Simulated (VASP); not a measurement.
The system is Mg.

```
Mg
1.0
     3.20930    0.00000    0.00000
    -1.60465    2.77934    0.00000
     0.00000    0.00000    5.21030
Mg
2
Direct
  0.33333 0.66667 0.25000
  0.66667 0.33333 0.75000
```

| Quantity | Value |
| --- | --- |
| Program | VASP 6.6.1 |
| Task | relaxation of cell and atoms |
| Functional | PBEsol |
| Potentials or basis | VASP PAW PBE potentials, release 64 (Mg) |
| Cutoff | 580 eV |
| k mesh | 15 × 15 × 8 |
| Occupations | gaussian, width 0.1 eV |
| Spin | no spin polarisation |

At the start: pressure -1.2 GPa; volume 23.24 Å³/atom.

**Question.** Where does the relaxation end?

**Answer.** Over 6 steps the energy falls by 3.4 meV/atom and the volume is 22.46 Å³/atom (-3.3 %); space group P6_3/mmc (No. 194, to 0.05 Å).

The path:
```
step  energy change (eV)  largest force (eV/Å)  pressure (GPa)  volume (Å³)
   1              0.0000                0.0000           -1.19        46.47
   2             -0.0061                0.0000           -0.32        45.33
   3             -0.0066                0.0000            0.04        44.90
   4             -0.0066                0.0000            0.06        44.87
   5             -0.0068                0.0000            0.04        44.89
   6             -0.0068                0.0000            0.02        44.92
```

Final structure:
```
Mg
1.0
     3.18741    0.00000    0.00000
    -1.59371    2.76038    0.00000
     0.00000    0.00000    5.10563
Mg
2
Direct
  0.33333 0.66667 0.25000
  0.66667 0.33333 0.75000
```

Caveat: the PAW data sets were made with another functional, which shifts forces and pressure a little.
